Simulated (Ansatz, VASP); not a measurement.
# ZnSe (Stilleite) in two plane-wave programs, part 2 of 3

One calculation is typed for both programs; each brings its own data sets. How far apart do they land? The cell is taken from a series of runs on this material, whose earlier steps may have relaxed, scaled, displaced or heated it; both programs get it as it stands.

VASP 6.6.1 and Ansatz 0.2.0.

So far: The structure; Ansatz: zone-centre phonons, PBE, pair 1.

## (3) VASP: zone-centre phonons, PBE, pair 1

Level of this step: PBE; plane waves and PAW (Zn, Se) (VASP).

The same cell, functional and mesh now go to VASP, with its own data sets.

Lines of VASP's logs that name or quote its potential files are left out, and so is its time.

INCAR

```
SYSTEM = ZnSe
PREC = Accurate
ENCUT = 500
EDIFF = 1E-08
NELM = 120
ISMEAR = 0
SIGMA = 0.01
LREAL = .FALSE.
ALGO = Normal
GGA = PE
NBANDS = 15
LORBIT = 11
LWAVE = .FALSE.
LCHARG = .FALSE.
ISIF = 2
IBRION = 8
LEPSILON = .TRUE.
LASPH = .TRUE.
GGA_COMPAT = .FALSE.
EFERMI = MIDGAP
KPAR = 2
```

POSCAR

```
ZnSe
1.0
    0.0000000000      2.8470769112      2.8470769112
    2.8470769112      0.0000000000      2.8470769112
    2.8470769112      2.8470769112      0.0000000000
Zn Se
1 1
Direct
    0.0000000000      0.0000000000      0.0000000000
    0.7500000000      0.7500000000      0.7500000000
```

KPOINTS

```
Automatic mesh
0
Gamma
12 12 12
0 0 0
```

The projector-augmented-wave data sets are Zn and Se (PBE family, release 64).

Started as:

```bash
$ mpirun -np 2 vasp_std
```

Numbers of over 12 decimals in the logs are rounded to 6 here.

The program printed:

```text
[banner, memory and clock lines left out]
running    2 mpi-ranks, on    1 nodes
 distrk:  each k-point on    1 cores,    2 groups
 distr:  one band on    1 cores,    1 groups

 POSCAR found type information on POSCAR ZnSe
 POSCAR found :  2 types and       2 ions
 LDA part: xc-table for (Slater+PW92), standard interpolation
 POSCAR, INCAR and KPOINTS ok, starting setup
 FFT: planning ... GRIDC
 FFT: planning ... GRID_SOFT
 FFT: planning ... GRID
 WAVECAR not read
 entering main loop
       N       E                     dE             d eps       ncg     rms          rms(c)
DAV:   1     0.842292062151E+02    0.84229E+02   -0.87051E+03  2160   0.133E+03
DAV:   2    -0.993889337062E+00   -0.85223E+02   -0.80518E+02  2370   0.252E+02
DAV:   3    -0.627165193015E+01   -0.52778E+01   -0.52545E+01  2643   0.624E+01
DAV:   4    -0.631644226815E+01   -0.44790E-01   -0.44783E-01  2552   0.616E+00
DAV:   5    -0.631665687087E+01   -0.21460E-03   -0.21460E-03  2790   0.394E-01    0.463E+00
DAV:   6    -0.604636217318E+01    0.27029E+00   -0.56814E-01  3154   0.251E+01    0.355E+00
DAV:   7    -0.602807166099E+01    0.18291E-01   -0.16065E-01  2363   0.372E+00    0.151E+00
DAV:   8    -0.602795972523E+01    0.11194E-03   -0.45030E-03  2869   0.660E-01    0.447E-01
DAV:   9    -0.602821458418E+01   -0.25486E-03   -0.10912E-03  2468   0.260E-01    0.681E-02
DAV:  10    -0.602831469987E+01   -0.10012E-03   -0.16086E-04  2637   0.100E-01    0.188E-02
DAV:  11    -0.602831724802E+01   -0.25481E-05   -0.30752E-05  2399   0.452E-02    0.533E-03
DAV:  12    -0.602831848344E+01   -0.12354E-05   -0.38611E-06  2713   0.132E-02    0.355E-03
DAV:  13    -0.602831853884E+01   -0.55405E-07   -0.57124E-07  2370   0.626E-03    0.784E-04
DAV:  14    -0.602831857283E+01   -0.33990E-07   -0.56435E-08  2825   0.370E-03    0.586E-04
DAV:  15    -0.602831856852E+01    0.43194E-08   -0.91094E-09  1836   0.194E-03
   1 F= -.60283186E+01 E0= -.60283186E+01  d E =0.000000E+00
 Linear response reoptimize wavefunctions to high precision
DAV:   1    -0.602831857688E+01   -0.83621E-08   -0.98243E-10  2011   0.303E-04
DAV:   2    -0.602831857689E+01   -0.77307E-11   -0.12902E-10  1269   0.110E-04
 Linear response G [H, r] |phi>, progress :
  Direction:   1
       N       E                     dE             d eps       ncg     rms
RMM:   1    -0.527858434203E+02   -0.52786E+02    0.16002E+02  3584   0.668E+01
RMM:   2    -0.545501234453E+02   -0.17643E+01   -0.90238E+00  3704   0.220E+01
RMM:   3    -0.546839188384E+02   -0.13380E+00   -0.30085E-01  3849   0.438E+00
RMM:   4    -0.546944369315E+02   -0.10518E-01   -0.15635E-02  4068   0.851E-01
RMM:   5    -0.546948525129E+02   -0.41558E-03    0.26216E-04  4105   0.213E-01
RMM:   6    -0.546949944076E+02   -0.14189E-03    0.52154E-04  4226   0.568E-02
RMM:   7    -0.546950385077E+02   -0.44100E-04    0.21955E-04  4184   0.177E-02
RMM:   8    -0.546950541956E+02   -0.15688E-04    0.25139E-04  3655   0.638E-03
RMM:   9    -0.546950597012E+02   -0.55056E-05    0.21758E-04  3307   0.289E-03
RMM:  10    -0.546950628796E+02   -0.31784E-05   -0.13669E-04  3098   0.170E-03
RMM:  11    -0.546950635802E+02   -0.70060E-06   -0.21827E-04  2736   0.136E-03
RMM:  12    -0.546950640514E+02   -0.47122E-06   -0.11498E-04  2483   0.121E-03
RMM:  13    -0.546950637699E+02    0.28149E-06   -0.21916E-04  2255   0.118E-03
RMM:  14    -0.546950638040E+02   -0.34057E-07   -0.14628E-04  2086   0.119E-03
RMM:  15    -0.546950649820E+02   -0.11781E-05   -0.25489E-04  1952   0.117E-03
 Linear response G [H, r] |phi>, progress :
  Direction:   2
       N       E                     dE             d eps       ncg     rms
RMM:   1    -0.539586131023E+02   -0.53959E+02    0.13076E+02  3564   0.650E+01
RMM:   2    -0.568768659684E+02   -0.29183E+01   -0.79804E+00  3668   0.204E+01
RMM:   3    -0.569703661188E+02   -0.93500E-01   -0.22986E-01  3842   0.389E+00
RMM:   4    -0.569784026592E+02   -0.80365E-02   -0.13011E-02  4068   0.760E-01
RMM:   5    -0.569787825373E+02   -0.37988E-03    0.15856E-04  4065   0.187E-01
RMM:   6    -0.569788946341E+02   -0.11210E-03    0.46637E-04  4203   0.500E-02
RMM:   7    -0.569789352408E+02   -0.40607E-04    0.18520E-04  4157   0.156E-02
RMM:   8    -0.569789472187E+02   -0.11978E-04    0.67177E-05  3612   0.545E-03
RMM:   9    -0.569789516175E+02   -0.43988E-05   -0.10523E-04  3286   0.227E-03
RMM:  10    -0.569789536428E+02   -0.20253E-05    0.57307E-05  3054   0.128E-03
RMM:  11    -0.569789543164E+02   -0.67356E-06   -0.18791E-04  2694   0.876E-04
RMM:  12    -0.569789548063E+02   -0.48995E-06   -0.98926E-05  2395   0.783E-04
RMM:  13    -0.569789543461E+02    0.46025E-06   -0.89817E-05  2227   0.783E-04
RMM:  14    -0.569789553427E+02   -0.99662E-06   -0.19554E-04  2053   0.733E-04
RMM:  15    -0.569789548641E+02    0.47861E-06   -0.28799E-05  1906   0.765E-04
 Linear response G [H, r] |phi>, progress :
  Direction:   3
       N       E                     dE             d eps       ncg     rms
[...]
N       E                     dE             d eps       ncg     rms          rms(c)
RMM:   1    -0.907115658204E+00   -0.90712E+00   -0.37636E+00  3166   0.371E+00
RMM:   2    -0.981632426908E+00   -0.74517E-01   -0.15310E-02  3769   0.706E-01
RMM:   3    -0.981919394735E+00   -0.28697E-03   -0.44425E-04  3786   0.107E-01
[...]
RMM:   5    -0.880977766951E+00   -0.17842E-01   -0.12708E-03 14369   0.226E-01    0.329E-02
RMM:   6    -0.881914220040E+00   -0.93645E-03   -0.48385E-05 14276   0.469E-02    0.194E-02
RMM:   7    -0.883045033806E+00   -0.11308E-02   -0.25892E-06 14384   0.250E-02    0.160E-03
RMM:   8    -0.883121219083E+00   -0.76185E-04    0.31649E-06 15083   0.355E-03    0.103E-03
RMM:   9    -0.883111032111E+00    0.10187E-04    0.82000E-07 15093   0.165E-03    0.187E-04
RMM:  10    -0.883120386990E+00   -0.93549E-05    0.14021E-07 14269   0.351E-04    0.833E-05
RMM:  11    -0.883115377807E+00    0.50092E-05    0.24516E-08 13115   0.180E-04    0.150E-05
RMM:  12    -0.883114562134E+00    0.81567E-06   -0.63213E-08  8817   0.501E-05    0.377E-06
 change of polarisation eV/A/(eV/A) component  1 :     1.623     0.351     0.201
 dielectric tensor                  component  1 :     7.362     1.377     0.787
 Linear response to external field, progress :
  Direction:   2
       N       E                     dE             d eps       ncg     rms          rms(c)
RMM:   1    -0.791091025539E+00   -0.79109E+00   -0.32474E+00 12067   0.354E+00
RMM:   2    -0.859885443546E+00   -0.68794E-01   -0.14554E-02 14706   0.688E-01    0.140E+00
RMM:   3    -0.830833549754E+00    0.29052E-01   -0.24858E-02 14276   0.847E-01    0.777E-01
RMM:   4    -0.863128196192E+00   -0.32295E-01   -0.30567E-02 14736   0.931E-01    0.165E-01
RMM:   5    -0.880972902911E+00   -0.17845E-01   -0.12398E-03 14368   0.226E-01    0.329E-02
RMM:   6    -0.881915279068E+00   -0.94238E-03   -0.38924E-05 14275   0.469E-02    0.194E-02
RMM:   7    -0.883045468424E+00   -0.11302E-02   -0.92413E-07 14379   0.250E-02    0.160E-03
RMM:   8    -0.883121883215E+00   -0.76415E-04    0.33974E-06 15085   0.356E-03    0.103E-03
RMM:   9    -0.883111770848E+00    0.10112E-04    0.95055E-07 15094   0.165E-03    0.187E-04
RMM:  10    -0.883121141938E+00   -0.93711E-05    0.21263E-07 14259   0.352E-04    0.833E-05
RMM:  11    -0.883116109246E+00    0.50327E-05    0.59455E-08 13133   0.180E-04    0.149E-05
RMM:  12    -0.883115316469E+00    0.79278E-06   -0.59979E-08  8803   0.500E-05    0.370E-06
 change of polarisation eV/A/(eV/A) component  2 :     0.306     1.623     0.171
 dielectric tensor                  component  2 :     1.200     7.362     0.669
 Linear response to external field, progress :
  Direction:   3
       N       E                     dE             d eps       ncg     rms          rms(c)
RMM:   1    -0.791077729100E+00   -0.79108E+00   -0.32472E+00 12068   0.354E+00
RMM:   2    -0.859879480733E+00   -0.68802E-01   -0.14494E-02 14702   0.688E-01    0.140E+00
RMM:   3    -0.830833914407E+00    0.29046E-01   -0.24863E-02 14277   0.847E-01    0.777E-01
RMM:   4    -0.863131005747E+00   -0.32297E-01   -0.30594E-02 14742   0.931E-01    0.165E-01
RMM:   5    -0.880973848508E+00   -0.17843E-01   -0.12409E-03 14371   0.226E-01    0.329E-02
RMM:   6    -0.881915011940E+00   -0.94116E-03   -0.39784E-05 14274   0.469E-02    0.194E-02
RMM:   7    -0.883045386362E+00   -0.11304E-02   -0.82780E-07 14381   0.250E-02    0.160E-03
RMM:   8    -0.883121921256E+00   -0.76535E-04    0.34466E-06 15075   0.356E-03    0.103E-03
RMM:   9    -0.883111759766E+00    0.10161E-04    0.97743E-07 15100   0.165E-03    0.187E-04
RMM:  10    -0.883121102214E+00   -0.93424E-05    0.21641E-07 14277   0.352E-04    0.832E-05
RMM:  11    -0.883116133396E+00    0.49688E-05    0.53046E-08 13140   0.180E-04    0.150E-05
RMM:  12    -0.883115329658E+00    0.80374E-06   -0.61865E-08  8806   0.499E-05    0.396E-06
 change of polarisation eV/A/(eV/A) component  3 :     0.251     0.301     1.623
 dielectric tensor                  component  3 :     0.985     1.178     7.362
 Linear response DOF=           2
 Linear response progress:
  Degree of freedom:   1/  2
       N       E                     dE             d eps       ncg     rms          rms(c)
RMM:   1    -0.211681576975E+00   -0.21168E+00   -0.15360E-02 11762   0.196E+00
RMM:   2    -0.210134549612E+00    0.15470E-02   -0.22378E-03 13376   0.343E-01    0.814E-02
RMM:   3    -0.209835936356E+00    0.29861E-03   -0.31682E-05 15098   0.429E-02    0.494E-02
RMM:   4    -0.209424460806E+00    0.41148E-03   -0.20573E-05 15346   0.309E-02    0.257E-03
RMM:   5    -0.209434963919E+00   -0.10503E-04   -0.11893E-06 16120   0.461E-03    0.736E-04
RMM:   6    -0.209430200416E+00    0.47635E-05   -0.81661E-08 16296   0.138E-03    0.425E-04
RMM:   7    -0.209429281225E+00    0.91919E-06   -0.61823E-08 15481   0.649E-04    0.429E-05
RMM:   8    -0.209429254247E+00    0.26977E-07   -0.37175E-09 16706   0.112E-04    0.234E-05
RMM:   9    -0.209429340212E+00   -0.85964E-07   -0.91238E-10 15941   0.608E-05    0.476E-06
RMM:  10    -0.209429341348E+00   -0.11369E-08    0.13887E-09 15625   0.134E-05    0.327E-06
 first order change of Fermi-energy   0.39522E+00
 force on displaced ion       1 direction 1 :  -5.530  -0.000  -0.000
 Born effective charge ion    1 direction 1 :   2.077   0.000   0.000
 Linear response progress:
  Degree of freedom:   2/  2
       N       E                     dE             d eps       ncg     rms          rms(c)
RMM:   1    -0.824285702193E-01   -0.82429E-01    0.10688E-01 20137   0.168E+00
RMM:   2    -0.819487166419E-01    0.47985E-03   -0.29387E-03 13246   0.459E-01    0.112E-01
RMM:   3    -0.821978297693E-01   -0.24911E-03   -0.13733E-04 14720   0.914E-02    0.626E-02
RMM:   4    -0.826294058841E-01   -0.43158E-03   -0.46350E-05 14801   0.450E-02    0.772E-03
RMM:   5    -0.826500085488E-01   -0.20603E-04   -0.29039E-06 14857   0.845E-03    0.425E-03
RMM:   6    -0.826403972967E-01    0.96113E-05   -0.30749E-07 14747   0.234E-03    0.153E-03
RMM:   7    -0.826386583575E-01    0.17389E-05   -0.64351E-08 14489   0.989E-04    0.213E-04
RMM:   8    -0.826409023981E-01   -0.22440E-05   -0.55694E-09 15039   0.237E-04    0.538E-05
RMM:   9    -0.826407886853E-01    0.11371E-06   -0.75119E-09 14431   0.125E-04    0.871E-06
RMM:  10    -0.826407357914E-01    0.52894E-07    0.29756E-09 15178   0.207E-05    0.616E-06
RMM:  11    -0.826407582203E-01   -0.22429E-07    0.17139E-09 14123   0.119E-05    0.197E-06
RMM:  12    -0.826407644686E-01   -0.62483E-08    0.19820E-09 10682   0.475E-06    0.197E-07
 first order change of Fermi-energy  -0.39499E+00
 force on displaced ion       2 direction 1 :  -5.442   0.000   0.000
 Born effective charge ion    2 direction 1 :  -2.081   0.000   0.000
 Born effective charges drift removed
 Linear response finished
```

Parts of OUTCAR (step 3):

```text
ion  position               nearest neighbor table
   1  0.000  0.000  0.000-   2 2.47   2 2.47   2 2.47   2 2.47
   2  0.750  0.750  0.750-   1 2.47   1 2.47   1 2.47   1 2.47

  LATTYP: Found a face centered cubic cell.
 ALAT       =     5.6941538224

 Subroutine GETGRP returns: Found 24 space group operations
 (whereof 24 operations were pure point group operations)

The static configuration has the point symmetry T_d .

 Found     72 irreducible k-points:

   k-points           NKPTS =     72   k-points in BZ     NKDIM =     72   number of bands    NBANDS=     15

   dimension x,y,z NGX =    30 NGY =   30 NGZ =   30
   dimension x,y,z NGXF=    60 NGYF=   60 NGZF=   60

   ENCUT  =  500.0 eV  36.75 Ry    6.06 a.u.   7.34  7.34  7.34*2*pi/ulx,y,z

   NELECT =      18.0000    total number of electrons

 k-points in reciprocal lattice and weights: Automatic mesh
   0.00000000  0.00000000  0.00000000       0.001
   0.08333333  0.00000000  0.00000000       0.005
   0.16666667  0.00000000  0.00000000       0.005
   0.25000000  0.00000000  0.00000000       0.005
   0.33333333  0.00000000  0.00000000       0.005
   0.41666667  0.00000000  0.00000000       0.005
   0.50000000  0.00000000  0.00000000       0.002
   0.08333333  0.08333333  0.00000000       0.003
   0.16666667  0.08333333  0.00000000       0.014
[...]
-0.33333333  0.50000000  0.16666667       0.007
  -0.25000000  0.50000000  0.25000000       0.003

 average (electrostatic) potential at core
       1 -37.1802       2 -56.0629

  Total        0.4108577      0.4108577      0.4108577      0.0000000      0.0000000     -0.0000000
  in kB       14.2618023     14.2618023     14.2618023      0.0000000      0.0000000     -0.0000000
  external PRESSURE =      14.2618023 kB  Pullay stress =       0.0000000 kB

  energy-cutoff  :      500.00
  volume of cell :       46.16
      direct lattice vectors                 reciprocal lattice vectors
     0.000000000  2.847076911  2.847076911    -0.175618719  0.175618719  0.175618719
     2.847076911  0.000000000  2.847076911     0.175618719 -0.175618719  0.175618719
     2.847076911  2.847076911  0.000000000     0.175618719  0.175618719 -0.175618719

 POSITION                                       TOTAL-FORCE (eV/Angst)
 -----------------------------------------------------------------------------------
      0.00000      0.00000      0.00000         0.000000      0.000000      0.000000
      4.27062      4.27062      4.27062        -0.000000     -0.000000     -0.000000
 -----------------------------------------------------------------------------------
    total drift:                                0.000000      0.000000      0.000001

 MACROSCOPIC STATIC DIELECTRIC TENSOR (including local field effects in DFT)
 ------------------------------------------------------
           7.361760    -0.000000    -0.000000
           0.000000     7.361760     0.000000
          -0.000000     0.000000     7.361760
 ------------------------------------------------------

 PIEZOELECTRIC TENSOR (including local field effects)  for field in x, y, z        (C/m^2)
          XX          YY          ZZ          XY          YZ          ZX
  --------------------------------------------------------------------------------
  x     0.00000    -0.00000     0.00000     0.00000     0.70622     0.00000
  y     0.00000     0.00000     0.00000     0.00000     0.00000     0.70622
  z     0.00000     0.00000     0.00000     0.70622     0.00000     0.00000

 BORN EFFECTIVE CHARGES (including local field effects) (in |e|, cummulative output)
 ---------------------------------------------------------------------------------
 ion    1
    1     2.07938     0.00000     0.00000
    2     0.00000     2.07938    -0.00000
    3     0.00000    -0.00000     2.07938
 ion    2
    1    -2.07938     0.00000    -0.00000
    2     0.00000    -2.07938     0.00000
    3    -0.00000     0.00000    -2.07938

 Eigenvectors and eigenvalues of the dynamical matrix
 ----------------------------------------------------

   1 f  =    6.124826 THz    38.483418 2PiTHz  204.302212 cm-1    25.330235 meV
             X         Y         Z           dx          dy          dz
      0.000000  0.000000  0.000000    -0.742298    0.000000   -0.000000
      4.270615  4.270615  4.270615     0.670069    0.000000   -0.000000

   2 f  =    6.124826 THz    38.483418 2PiTHz  204.302212 cm-1    25.330235 meV
             X         Y         Z           dx          dy          dz
      0.000000  0.000000  0.000000     0.000000    0.628238    0.395378
      4.270615  4.270615  4.270615     0.000000   -0.567108   -0.356905

   3 f  =    6.124826 THz    38.483418 2PiTHz  204.302212 cm-1    25.330235 meV
             X         Y         Z           dx          dy          dz
      0.000000  0.000000  0.000000     0.000000   -0.395378    0.628238
      4.270615  4.270615  4.270615    -0.000000    0.356905   -0.567108

   4 f/i=    0.024638 THz     0.154804 2PiTHz    0.821828 cm-1     0.101894 meV
             X         Y         Z           dx          dy          dz
      0.000000  0.000000  0.000000     0.000000   -0.323373   -0.586876
      4.270615  4.270615  4.270615    -0.000000   -0.358230   -0.650137

   5 f/i=    0.024638 THz     0.154804 2PiTHz    0.821828 cm-1     0.101894 meV
             X         Y         Z           dx          dy          dz
      0.000000  0.000000  0.000000     0.171312   -0.567371    0.312626
      4.270615  4.270615  4.270615     0.189778   -0.628530    0.346325

   6 f/i=    0.024638 THz     0.154804 2PiTHz    0.821828 cm-1     0.101894 meV
             X         Y         Z           dx          dy          dz
      0.000000  0.000000  0.000000    -0.647800   -0.150043    0.082674
      4.270615  4.270615  4.270615    -0.717629   -0.166216    0.091586

 MACROSCOPIC STATIC DIELECTRIC TENSOR IONIC CONTRIBUTION
 ------------------------------------------------------
           3.089888     0.000000     0.000000
           0.000000     3.089888     0.000000
           0.000000     0.000000     3.089888
 ------------------------------------------------------

 ELASTIC MODULI CONTR FROM IONIC RELAXATION (kBar)
 Direction    XX          YY          ZZ          XY          YZ          ZX
 --------------------------------------------------------------------------------
 XX          -0.0000      0.0000     -0.0000      0.0000      0.0000      0.0000
 YY           0.0000     -0.0000      0.0000     -0.0000     -0.0000     -0.0000
 ZZ          -0.0000      0.0000     -0.0000      0.0000      0.0000      0.0000
 XY           0.0000     -0.0000      0.0000   -169.7514     -0.0000     -0.0000
 YZ           0.0000     -0.0000      0.0000     -0.0000   -169.7514     -0.0000
 ZX           0.0000     -0.0000      0.0000     -0.0000     -0.0000   -169.7514
 --------------------------------------------------------------------------------

 PIEZOELECTRIC TENSOR IONIC CONTR  for field in x, y, z        (C/m^2)
          XX          YY          ZZ          XY          YZ          ZX
  --------------------------------------------------------------------------------
  x     0.00000    -0.00000     0.00000    -0.00000    -0.68148    -0.00000
  y     0.00000    -0.00000     0.00000    -0.00000    -0.00000    -0.68148
  z     0.00000    -0.00000     0.00000    -0.68148    -0.00000    -0.00000
```

The dielectric response converges more slowly with the mesh than energies do, so tensor and charges may still move on a finer one.

## (4) Side by side

Known differences besides the potentials themselves: fixed occupations in Ansatz, narrow Gaussian smearing in VASP; VASP's response is taken on the typed mesh, Ansatz refines its own for the field response alone; the data sets hold 28 valence electrons in Ansatz (on its PAW soft_1 files) and 18 in VASP; the cutoff is 420 eV in Ansatz and 500 eV in VASP. Total energies have different zeros and are not compared.

The two programs side by side:

| quantity | Ansatz | VASP | difference |
| --- | --- | --- | --- |
| ε∞ xx | 7.29 | 7.36 | -0.91 % |
| ε∞ yy | 7.29 | 7.36 | -0.91 % |
| ε∞ zz | 7.29 | 7.36 | -0.91 % |
| Born charge of Zn1 (mean of the diagonal) (e) | 2.07 | 2.08 | -0.01 |
| Born charge of Se2 (mean of the diagonal) (e) | -2.07 | -2.08 | +0.01 |
| optical mode 1 to 3 (cm⁻¹) | 201.6 | 204.3 | -1.32 % |

Modes are paired by rising frequency, not by their patterns, so a pair may set unlike modes beside each other; they are those without the splitting of longitudinal modes.

(Continued in part 3 of 3.)

[Lines on the potential files, build, host, timing and source positions are cut from VASP's logs without a mark.]

[Logs are printed without paths, hosts, clocks, repeated set-up lines and the standing remarks that a program may print on its own settings, such as how far it seeks lower states.]

[Hosts, paths, dates, database ids (printed as entryN), source tags and the programs' standing remarks are cut or masked in the printed files.]
